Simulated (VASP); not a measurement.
**Be2C: energy against volume**

Be2C (antifluorite, Fm-3m, 6.761 Å³/atom and stress up to 0.18 GPa in the relaxed cell, cube axes along x, y and z) under an equal strain ε along all three axes. PBE in VASP (plane waves, PAW), 600 eV, 12×12×12 Γ-centred mesh, Gaussian smearing 0.05 eV; ions are relaxed, or left where forces stay under 0.02 eV/Å, within the symmetry of each cell.

Here V stands for volume and E for E less E0.

| volume (Å³/atom) | E less E0 (meV/atom) | pressure (GPa) |
|---|---|---|
| 6.1704 | ? | ? |
| 6.3632 | 16.96 | 13.80 |
| 6.4611 | 9.57 | 10.10 |
| 6.5600 | 4.34 | 6.60 |
| 6.6599 | 1.18 | 3.30 |
| 6.7608 | 0.00 | 0.18 |
| 6.8627 | 0.75 | -2.78 |
| 6.9656 | 3.35 | -5.56 |
| 7.0696 | 7.73 | -8.18 |
| 7.1746 | 13.83 | -10.65 |

The 9 complete rows are fitted with the third-order Birch-Murnaghan form, a cubic in V^(-2/3), E against V. With u = V^(-2/3) - 0.280, the rows have u = 0.011217, 0.008268, 0.005363, 0.002502, -0.000316, -0.003091, -0.005825, -0.008521, -0.011176. Least squares gives E = 0.037 + 148.65·u + 122476·u² - 111388·u³. Residuals (row less fit): 0.003, -0.006, 0.000, 0.006, -0.002, -0.001, 0.001, -0.002, 0.001; standard error 0.004 (degrees of freedom: 5). Its minimum lies at u = -0.000606, so V0 = (0.279394)^(-3/2) = 6.771. There d²E/du² = 245400 and d³E/du³ = -668300, so B0 = (4/9) × 6.771^(-7/3) × 245400 × 0.160218 = 201 GPa (the last factor turns the table's units into GPa), and B0' = 4 + (2/3) × 0.279394 × (-668300)/245400 = 3.5. B0' rests on the cubic coefficient alone and has a standard error of 0.1 from these residuals.

Problem. What does the fit predict for E at V = 6.1704, and how far is the calculated value from it?

Solution. u = 0.017252, so E = 0.037 + 148.65 × 0.017252 + 122476 × 0.017252² - 111388 × 0.017252³ = 38.482 meV/atom. The calculation gives 38.49 meV/atom, 0.008 meV/atom above the prediction (0.0 % of the range of E in the table). The row lies outside the fitted rows, so this is an extrapolation. The scatter of the fitted rows lies at the last printed digit.

Other structures, which can take over under pressure, weren't tried. The same form fitted to the pressure column gives B0' = 3.5; series where the two differ by over 0.4 aren't shown. Rows are the converged runs of the series near zero and its far end, less any whose ions stayed unrelaxed beside relaxed ones; series whose fitted rows scatter by over a few per cent of the range, as at a crossing or softening among them, aren't shown in this form.
